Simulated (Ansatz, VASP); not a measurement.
# MoSeS in two plane-wave programs, part 2 of 2

Wanted: the spread between two codes on one cell, functional and k mesh. The cell is taken from a series of runs on this material, whose earlier steps may have relaxed, scaled, displaced or heated it; both programs get it as it stands.

VASP 6.6.1 and Ansatz 0.2.0.

So far: Starting point; VASP: zone-centre phonons, PBEsol, pair 1.

### 3. Ansatz: zone-centre phonons, PBEsol, pair 1

Level of this step: Ansatz beside VASP: Kohn-Sham DFT, plane waves, PBEsol (Ansatz).

Ansatz runs on its PAW soft_1 files.

The same cell, functional and mesh now go to Ansatz, which takes its cutoff from its data sets.

input.yaml

```yaml
crystal:
  lattice:
    - [3.1710771062, 0.0, 0.0]
    - [-1.5855385531, 2.7462333314, 0.0]
    - [0.0, 0.0, 30.4]
  atoms:
    - { symbol: Mo, position: [0.3333333333, 0.6666666667, 0.3297556088] }
    - { symbol: S, position: [0.6666666667, 0.3333333333, 0.3802726642] }
    - { symbol: Se, position: [0.6666666667, 0.3333333333, 0.2735243587] }
  periodic: [true, true, false]
kpoints:
  mp_grid: { grid: [12, 12, 1] }
hamiltonian:
  xc: pbesol
  pseudopotentials: { kind: paw, azcp: { folder: soft_1 }, xc_functional: pbe }
scf:
  occupations: { method: fixed }
output:
  eigenvalues: true
phonons:
  method: dfpt
```

Command:

```bash
> ansatz run input.yaml --threads 4 --pin off --max-ram 16384MiB --backend cpu --events-out ev --progress --plain --runs-dir out
```

Numbers of over 12 decimals in the logs are rounded to 6 here.

Output:

```text
Engine: ansatz 0.2.0, aarch64-unknown-linux-gnu
Pseudopotentials: kind: paw
Pseudopotential: Mo, paw, valence charge 14, recommended cutoff 420 eV (normal), soft_1/Mo.paw.azcp
Pseudopotential: S, paw, valence charge 6, recommended cutoff 420 eV (normal), soft_1/S.paw.azcp
Pseudopotential: Se, paw, valence charge 16, recommended cutoff 420 eV (normal), soft_1/Se.paw.azcp
Functional definition: PBEsol
  exchange = pbesol_x
  correlation = pbesol_c
Crystal: 3 atoms, lattice volume = 264.739 Å³
Basis set: ecut = 420 eV, 5153 PW (Γ), exchange–correlation on 48×48×432 points (8 copies of the dense FFT grid, shifted against one another)
Bands: 22, of which v1, the nominal top of the filled ones, is band 18 counted from 1 (17 counted from 0)
Symmetry: 6 space group operations
k-points: 43 of 144 (irreducible under 2 space group operations, time reversal used)
Non-local potential: Mo, projectors of the file, l = 0: 3, l = 1: 2, l = 2: 2, l = 3: 1
Non-local potential: S, projectors of the file, l = 0: 2, l = 1: 2, l = 2: 1
Non-local potential: Se, projectors of the file, l = 0: 2, l = 1: 2, l = 2: 3, l = 3: 1
PAW form: soft (Blöchl's): semilocal exchange-correlation on the pseudo side does not see the compensation charge
PAW frozen core: Mo, regenerated for the run's functional, and the local potential with it (the file was generated under x = pbe(κ = 0.804, μ = 0.219515), c = pbe(β = 0.066725))
PAW frozen core: S, regenerated for the run's functional, and the local potential with it (the file was generated under x = pbe(κ = 0.804, μ = 0.219515), c = pbe(β = 0.066725))
PAW frozen core: Se, regenerated for the run's functional, and the local potential with it (the file was generated under x = pbe(κ = 0.804, μ = 0.219515), c = pbe(β = 0.066725))
PAW one-centre angular grid: Mo, 590 points (default); XC on 64 Gauss nodes
PAW one-centre angular grid: S, 110 points (default); XC on 64 Gauss nodes
PAW one-centre angular grid: Se, 590 points (default); XC on 64 Gauss nodes
Initial density: superposition of atomic densities (neutral atoms: chi_scale 0, normalization atom)
Initial wavefunctions: pseudopotential atomic-orbital guess
Functional: x = pbesol(κ = 0.804, μ = 0.123457), c = pbesol(β = 0.046)
SCF iter   1: F=—  HF=-11210.297099 eV  |F-HF|=—  |Δ(HF+E_count)|=         —  Δρ=3.54e-2  dr2=4.84e0  ethr=3.10e-3  ⟨swp⟩=7.2  Hψ=5517  notcnv=0  defer=71
preconditioner: auto → Resta (q_TF=auto, 1.956 Å⁻¹)  ε∞=2.2  [insulator: Δε(μ)=1.696 eV  Ē_g=8.796 eV  n_scr=18 (ndim 8)  ℏωp=9.7 eV  f_vac=0.762  ε∞_Penn≈2.2  vacuum switching on, ρ_ref=5.6e-3 e/Å³]
SCF iter   2: F=—  HF=-11209.751999 eV  |F-HF|=—  |Δ(HF+E_count)|=   5.45e-1  Δρ=2.40e-2  dr2=5.13e0  ethr=3.10e-3  ⟨swp⟩=4.6  Hψ=2974  notcnv=0  defer=73
SCF iter   3: F=—  HF=-11209.139482 eV  |F-HF|=—  |Δ(HF+E_count)|=   6.13e-1  Δρ=1.04e-2  dr2=3.03e-1  ethr=3.10e-3  ⟨swp⟩=4.8  Hψ=2315  notcnv=0  defer=80
SCF iter   4: F=—  HF=-11209.078043 eV  |F-HF|=—  |Δ(HF+E_count)|=   6.14e-2  Δρ=3.00e-3  dr2=3.21e-2  ethr=8.43e-4  ⟨swp⟩=3.4  Hψ=1872  notcnv=0  defer=84
SCF iter   5: F=—  HF=-11209.085238 eV  |F-HF|=—  |Δ(HF+E_count)|=   7.19e-3  Δρ=2.12e-3  dr2=1.16e-1  ethr=8.90e-5  ⟨swp⟩=4.6  Hψ=1995  notcnv=0  defer=86  recentre
SCF iter   6: F=—  HF=-11209.075749 eV  |F-HF|=—  |Δ(HF+E_count)|=   9.49e-3  Δρ=4.32e-4  dr2=6.45e-4  ethr=8.90e-5  ⟨swp⟩=4.0  Hψ=1463  notcnv=0  defer=86
SCF iter   7: F=—  HF=-11209.076042 eV  |F-HF|=—  |Δ(HF+E_count)|=   2.93e-4  Δρ=2.21e-4  dr2=1.00e-4  ethr=1.79e-6  ⟨swp⟩=3.3  Hψ=2334  notcnv=0  defer=86
SCF iter   8: F=—  HF=-11209.076033 eV  |F-HF|=—  |Δ(HF+E_count)|=   8.67e-6  Δρ=8.00e-5  dr2=1.29e-5  ethr=2.79e-7  ⟨swp⟩=3.9  Hψ=2247  notcnv=0  defer=86
SCF iter   9: F=—  HF=-11209.076046 eV  |F-HF|=—  |Δ(HF+E_count)|=   1.29e-5  Δρ=1.30e-5  dr2=1.47e-6  ethr=3.58e-8  ⟨swp⟩=3.7  Hψ=2206  notcnv=0  defer=86
SCF iter  10: F=—  HF=-11209.076039 eV  |F-HF|=—  |Δ(HF+E_count)|=   6.68e-6  Δρ=4.57e-6  dr2=8.62e-8  ethr=4.08e-9  ⟨swp⟩=2.6  Hψ=1755  notcnv=0  defer=84
SCF iter  11: F=—  HF=-11209.076039 eV  |F-HF|=—  |Δ(HF+E_count)|=   5.47e-8  Δρ=1.07e-6  dr2=3.21e-9  ethr=2.40e-10  ⟨swp⟩=4.0  Hψ=2286  notcnv=0  defer=84
SCF iter  12: F=—  HF=-11209.076039 eV  |F-HF|=—  |Δ(HF+E_count)|=   8.95e-9  Δρ=2.80e-7  dr2=6.97e-10  ethr=8.91e-12  ⟨swp⟩=3.4  Hψ=1840  notcnv=0  defer=83
SCF iter  13: F=—  HF=-11209.076039 eV  |F-HF|=—  |Δ(HF+E_count)|=   1.16e-9  Δρ=2.10e-7  dr2=3.74e-10  ethr=1.94e-12  ⟨swp⟩=3.1  Hψ=1733  notcnv=0  defer=83
SCF iter  14: F=-11209.076039 eV  HF=-11209.076039 eV  |F-HF|=2.36e-10  |Δ(HF+E_count)|=  3.60e-10  Δρ=4.80e-8  dr2=3.39e-11  ethr=1.00e-12  ⟨swp⟩=18.4  Hψ=10223  notcnv=0
SCF 1 converged in 14 iterations: F = -11209.076039 eV  dr2 = 3.39e-11
  greatest PAW one-centre occupation: 1.000 electrons in one spin orbital (limit 2), on the Se atom at site 2 (counted from 0), in its partial waves of l = 2
DFPT response loops at Γ: preconditioner auto → none (the input reference at scf.mixing.eps_inf says where Resta's filter doesn't serve); β = 0.50; Broyden in place of MSR1
SCF converged after 14 iterations
Free energy (F): -11209.076039 eV
Harris-Foulkes:  -11209.076039 eV  (|F-HF|=2.36e-10)
Internal energy: -11209.076039 eV  (E = F + TS)
E sigma→0 (E₀):  -11209.076039 eV
Fermi energy:    -5.637811 eV
--- Per-component energies (eV) ---
  E_band       = -1097.793258
  E_kinetic    = 641.145057
  E_local      = -85893.929956  (includes V_loc(G=0)·N_el)
  E_nonlocal   = -167.943302
  E_hartree    = 42538.020597
  E_xc         = -348.945702
  E_vxc        = -393.619279  (∫ρ·V_xc dr)
  E_paw        = -5832.768895  (= ΣΔE_a)
  E_vpaw       = -359.486738  (= ΣTr[D̂ρ^β])
  E_aug_tail   = -0.000317  (compensation charges beyond the density's cutoff)
  E_ewald      = 37854.066776
  E_core_change = 1.279701  (= ΣΔE_core)
  E_smearing   = -0.000000  (= −TS)
  E_closure    = -0.000000  (closes the sum)
  Σ components = -11209.076039   (vs F -11209.076039, Δ=0.00e0)
--- Band table (eV; the first three rows and the last of 43) ---
  k-point 0: bands = [... 14 lower, -7.7626, -6.7197, -6.7197, -5.8354, -2.6142, -2.6142, -2.2478, -2.2478]
  k-point 1: bands = [... 14 lower, -7.9108, -6.8667, -6.6897, -5.8446, -2.8134, -2.7046, -2.5327, -2.3104]
  k-point 2: bands = [... 14 lower, -7.8076, -7.1077, -6.7980, -6.0021, -3.4484, -2.9236, -2.7977, -2.0144]
  k-point 42: bands = [... 14 lower, -8.9626, -8.5894, -7.3391, -6.0680, -3.5721, -2.7934, -2.6066, -1.0403]
--- Phonons (Γ-DFPT): 6 representative perturbations + reference, on 43 of 144 k-points (Σ response iterations 32) ---
  k mesh reduced under 2 symmetry operations, with k and −k counted as one. Each operation leaves every solved perturbation unchanged. A smaller set is not used because it would not reduce the number of displacements times k-points to solve
  ASR residual: 1.028e-4 → 0.000e0 eV/Å²; symmetrization residual: 7.884e-6 eV/Å²
  ASR residual per site (eV/Å²): 1.03e-4 1.36e-5 1.87e-5
  Γ frequencies (cm⁻¹): 0.00 0.00 0.00 208.11 208.11 291.67 358.51 358.51 446.00
  non-analytic LO–TO correction: not included (Born effective charges unavailable; polar crystals: no LO–TO splitting at Γ)
```

### 4. Side by side

Known differences besides the potentials themselves: fixed occupations in Ansatz, narrow Gaussian smearing in VASP; Ansatz cuts the interaction across the vacuum, VASP repeats the sheet without a dipole correction; the data sets hold 36 valence electrons in Ansatz (on its PAW soft_1 files) and 26 in VASP; the cutoff is 420 eV in Ansatz and 500 eV in VASP; Ansatz makes its cores anew for this functional, VASP keeps those of its PBE data sets. Total energies have different zeros and are not compared.

The two programs side by side:

```
                  quantity  Ansatz   VASP  difference
optical mode 1 to 2 (cm⁻¹)   208.1  208.5     -0.20 %
     optical mode 3 (cm⁻¹)   291.7  292.9     -0.42 %
optical mode 4 to 5 (cm⁻¹)   358.5  358.3     +0.06 %
     optical mode 6 (cm⁻¹)   446.0  446.1     -0.01 %
```

Modes are paired by rising frequency, not by their patterns, so a pair may set unlike modes beside each other; they are those without the splitting of longitudinal modes. Where the cell holds vacuum, a pressure given here is an average over it and none of the material.

### 5. Ansatz: zone-centre phonons, PBEsol, pair 2

Second derivatives magnify differences that forces hide, and they need a tight electronic threshold.

The cell is taken from a series of runs on this material, whose earlier steps may have relaxed, scaled, displaced or heated it; both programs get it as it stands.

input.yaml, the sections that differ from step 3:

```yaml
crystal:
  lattice:
    - [3.1390460243, 0.0, 0.0]
    - [-1.5695230122, 2.773973062, 0.0]
    - [0.0, 0.0, 30.4]
  atoms:
    - { symbol: Mo, position: [0.3341894572, 0.6683789145, 0.3297566752] }
    - { symbol: S, position: [0.6661841807, 0.3323683613, 0.3802690902] }
    - { symbol: Se, position: [0.6662930287, 0.3325860575, 0.2735268662] }
  periodic: [true, true, false]
# kpoints, hamiltonian, scf, output, phonons: as in step 3
```

Output:

```text
zone centre: on kpoints.mp_grid the ground state, and the responses unless they are solved on pairs of k-points, stand on 43 of the mesh's 144 k-points, reduced under 2 symmetry operations, with k and −k counted as one. Each operation leaves every solved displacement unchanged or reverses it
[...]
Crystal: 3 atoms, lattice volume = 264.712 Å³
[...]
k-point 2: bands = [... 14 lower, -7.7048, -6.9952, -6.8428, -6.0300, -3.5146, -2.9307, -2.6868, -1.9633]
  k-point 42: bands = [... 14 lower, -8.9879, -8.5358, -7.3130, -6.1193, -3.5685, -2.7245, -2.5729, -1.0470]
[...]
ASR residual: 1.213e-4 → 0.000e0 eV/Å²; symmetrization residual: 8.040e-6 eV/Å²
  ASR residual per site (eV/Å²): 7.95e-5 1.21e-4 7.48e-5
  Γ frequencies (cm⁻¹): 0.00 0.00 0.00 207.13 208.97 291.62 356.28 360.59 446.02
[...]
[key lines of the parts left out:]
SCF converged after 13 iterations
Free energy (F): -11209.069773 eV
Fermi energy:    -5.635353 eV
```

### 6. VASP: zone-centre phonons, PBEsol, pair 2

The same cell, functional and mesh now go to VASP, with its own data sets.

INCAR

```
SYSTEM = MoSeS
PREC = Accurate
ENCUT = 500
EDIFF = 1E-08
NELM = 120
ISMEAR = 0
SIGMA = 0.01
LREAL = .FALSE.
ALGO = Normal
GGA = PS
NBANDS = 19
LASPH = .TRUE.
LORBIT = 11
LWAVE = .FALSE.
LCHARG = .FALSE.
ISIF = 2
IBRION = 8
GGA_COMPAT = .FALSE.
EFERMI = MIDGAP
NELMDL = -8
KPAR = 2
```

POSCAR

```
MoSeS
1.0
    3.1390460243      0.0000000000      0.0000000000
   -1.5695230122      2.7739730620      0.0000000000
    0.0000000000      0.0000000000     30.4000000000
Mo S Se
1 1 1
Direct
    0.3341894572      0.6683789145      0.3297566752
    0.6661841806      0.3323683613      0.3802690902
    0.6662930287      0.3325860575      0.2735268662
```

KPOINTS

```
Automatic mesh
0
Gamma
12 12 1
0 0 0
```

Potentials, in the order of the species: Mo_sv, S and Se (PBE family, release 64).

Command:

```bash
> mpirun -np 2 vasp_std
```

Output:

```text
[banner, memory and clock lines left out]
running    2 mpi-ranks, on    1 nodes
[...]
[... a notice as in an earlier step ...]

 LDA part: xc-table for (Slater+PW92), standard interpolation
 POSCAR, INCAR and KPOINTS ok, starting setup
[...]
entering main loop
       N       E                     dE             d eps       ncg     rms          rms(c)
DAV:   1     0.150041483405E+03    0.15004E+03   -0.12648E+04  2306   0.997E+02
DAV:   2    -0.112411420224E+02   -0.16128E+03   -0.15700E+03  2347   0.212E+02
DAV:   3    -0.235725459366E+02   -0.12331E+02   -0.12286E+02  2227   0.556E+01
DAV:   4    -0.237198789460E+02   -0.14733E+00   -0.14690E+00  2155   0.670E+00
[...]
DAV:  29    -0.224666599367E+02   -0.64624E-07    0.35417E-10  1230   0.107E-04    0.133E-05
DAV:  30    -0.224666599552E+02   -0.18489E-07    0.67126E-10  1174   0.399E-05    0.145E-05
DAV:  31    -0.224666599583E+02   -0.31023E-08    0.77383E-10  1162   0.172E-05
   1 F= -.22466660E+02 E0= -.22466660E+02  d E =0.000000E+00
[...]
RMM:  11    -0.678823773149E-01    0.10692E-07   -0.28932E-09  2971   0.227E-05    0.591E-06
RMM:  12    -0.678823904972E-01   -0.13182E-07   -0.13424E-09  2955   0.773E-06    0.187E-06
RMM:  13    -0.678823913479E-01   -0.85064E-09    0.13017E-10  2622   0.458E-06    0.655E-07
 first order change of Fermi-energy   0.31225E+00
 force on displaced ion       3 direction 2 :   0.000  -8.759  -0.248
 Linear response progress:
  Degree of freedom:   9/  9
       N       E                     dE             d eps       ncg     rms          rms(c)
RMM:   1    -0.143327549967E+00   -0.14333E+00   -0.97749E-03  4134   0.139E+00
RMM:   2    -0.133819217771E+00    0.95083E-02   -0.76151E-03  2740   0.395E-01    0.267E-01
RMM:   3    -0.133759743154E+00    0.59475E-04   -0.89142E-04  2638   0.135E-01    0.220E-01
RMM:   4    -0.133877451341E+00   -0.11771E-03   -0.37785E-04  2566   0.113E-01    0.551E-02
[...]
RMM:  14    -0.133844419441E+00   -0.56313E-07   -0.14213E-07  3047   0.137E-04    0.178E-05
RMM:  15    -0.133844437431E+00   -0.17990E-07   -0.80567E-08  3103   0.933E-05    0.131E-05
RMM:  16    -0.133844446921E+00   -0.94898E-08    0.20547E-08  3034   0.554E-05    0.677E-06
 first order change of Fermi-energy   0.68036E+00
 force on displaced ion       3 direction 3 :   0.000  -0.251 -15.948
 Linear response finished
```

From OUTCAR (step 6):

```text
  Total        1.5958963      0.3645424      0.0742913     -0.0000000      0.0021282     -0.0000000
  in kB        9.6592131      2.2064043      0.4496507     -0.0000000      0.0128811     -0.0000000
  external PRESSURE =       4.1050894 kB  Pullay stress =       0.0000000 kB

 POSITION                                       TOTAL-FORCE (eV/Angst)
 -----------------------------------------------------------------------------------
     -0.00000      1.85407     10.02460        -0.000000      0.000799      0.047280
      1.56952      0.92198     11.56018        -0.000000      0.000240      0.003132
      1.56952      0.92258      8.31522         0.000000     -0.001039     -0.050412
 -----------------------------------------------------------------------------------
    total drift:                                0.000000      0.000197     -0.000195

[... 2 further parts left out ...]
```

### 7. Comparison

What differs besides the data sets and the points named for the pairs above, as far as they apply: the data sets hold 36 valence electrons in Ansatz (on its PAW soft_1 files) and 26 in VASP. Total energies have different zeros and are not compared.

The two programs side by side:

```
             quantity  Ansatz   VASP  difference
optical mode 1 (cm⁻¹)   207.1  207.6     -0.21 %
optical mode 2 (cm⁻¹)   209.0  209.3     -0.15 %
optical mode 3 (cm⁻¹)   291.6  292.8     -0.42 %
optical mode 4 (cm⁻¹)   356.3  356.1     +0.05 %
optical mode 5 (cm⁻¹)   360.6  360.4     +0.06 %
optical mode 6 (cm⁻¹)   446.0  446.1     -0.01 %
```

Modes are paired by rising frequency, not by their patterns, so a pair may set unlike modes beside each other; they are those without the splitting of longitudinal modes. Where the cell holds vacuum, a pressure given here is an average over it and none of the material.

### 8. Summary of results

| Item | Value |
| --- | --- |
| r.m.s. difference of the optical zone-centre modes, each program's sorted by frequency (zone-centre phonons, PBEsol, pair 1) | 0.57 cm⁻¹ |
| r.m.s. difference of the optical zone-centre modes, each program's sorted by frequency (zone-centre phonons, PBEsol, pair 2) | 0.56 cm⁻¹ |

**Reading.** The r.m.s. difference of the optical zone-centre modes, each program's sorted by frequency is 0.57 cm⁻¹ (zone-centre phonons, PBEsol, pair 1). The data sets hold unlike numbers of valence electrons (36 in Ansatz and 26 in VASP), so part of the differences may come from the potentials. Such differences can come from data sets, numerical settings and the points named under the comparisons, not from the functional's error against experiment.

[Lines on the potential files, build, host, timing and source positions are cut from VASP's logs without a mark.]

[Logs are printed without paths, hosts, clocks, repeated set-up lines and the standing remarks that a program may print on its own settings, such as how far it seeks lower states.]

[Hosts, paths, dates, database ids (printed as entryN), source tags and the programs' standing remarks are cut or masked in the printed files.]
